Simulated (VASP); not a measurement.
## AlGaAs₂ (space group R3m): computed properties

These are PBEsol GGA, VASP's PBE PAW potentials (set 64) (plane waves; VASP 6.6.1) values and carry that method's errors.

For AlGaAs2, the space group comes out as R3m (160). The cell is a = b = 4.0115 Å, c = 19.6204 Å, α = β = 90.00°, γ = 120.00°. The volume per atom is 22.79 Å³/atom and the band gap (over mesh and band path) comes out as 0.82 eV. The smallest direct gap (over mesh and band path) is 0.82 eV and the band-edge character comes out as direct, Γ to Γ. The density comes out as 4.49 g/cm³.

```cif
data_AlAs2Ga
_chemical_formula_sum 'Al1 Ga1 As2'
_space_group_name_H-M_alt 'P 1'
_space_group_IT_number 1
_cell_length_a 6.93812
_cell_length_b 6.93812
_cell_length_c 6.93812
_cell_angle_alpha 33.607
_cell_angle_beta 33.607
_cell_angle_gamma 33.607
loop_
_space_group_symop_operation_xyz
  'x, y, z'
loop_
_atom_site_label
_atom_site_type_symbol
_atom_site_fract_x
_atom_site_fract_y
_atom_site_fract_z
_atom_site_occupancy
Al1 Al 0.99972 0.99972 0.99972 1
Ga1 Ga 0.50014 0.50014 0.50014 1
As1 As 0.12501 0.12501 0.12501 1
As2 As 0.62514 0.62514 0.62514 1
```

The structure comes from a computed database's AlGaAs2 entry (R3m); how it stands against other phases isn't given here. It was relaxed first. Symmetry was kept, so distortions that lower it aren't found.
